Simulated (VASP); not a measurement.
Here is the system:

```
CELL_PARAMETERS angstrom
      3.16404     0.00000     0.00000
      0.00000     3.16404     0.00000
      0.00000     0.00000     3.16404
ATOMIC_POSITIONS crystal
  Zn 0.50000 0.50000 0.50000
  Au 0.00000 0.00000 0.00000
```

Computed with PBE GGA with D3 dispersion (zero damping), VASP's PBE PAW potentials (set 64) (plane waves; VASP). Settings: 520 eV cut-off, Gaussian smearing of 0.050 eV, potentials Zn Au.

Task: Give the energies of bands 6 to 14 at the high-symmetry points, in eV from the Fermi level.

Result: 
```json
[
 {"band": "6", "Γ": "-7.40", "X": "-7.25", "M": "-6.36", "R": "-6.33"},
 {"band": "7", "Γ": "-5.38", "X": "-5.71", "M": "-5.01", "R": "-6.33"},
 {"band": "8", "Γ": "-5.38", "X": "-5.40", "M": "-4.07", "R": "-6.33"},
 {"band": "9", "Γ": "-3.73", "X": "-4.86", "M": "-4.07", "R": "-3.10"},
 {"band": "10", "Γ": "-3.73", "X": "-4.86", "M": "-3.15", "R": "-3.10"},
 {"band": "11", "Γ": "-3.73", "X": "-3.87", "M": "-1.91", "R": "1.35"},
 {"band": "12", "Γ": "4.97", "X": "-2.38", "M": "-1.91", "R": "3.49"},
 {"band": "13", "Γ": "4.97", "X": "10.39", "M": "0.78", "R": "3.74"},
 {"band": "14", "Γ": "4.97", "X": "11.04", "M": "2.40", "R": "3.74"}
]
```

It has no gap at this level: it comes out as a metal or semimetal.

The compound is AuZn in the CsCl type structure. It was relaxed first. The electron count is odd and the run is not spin-polarised, which forces a metal.
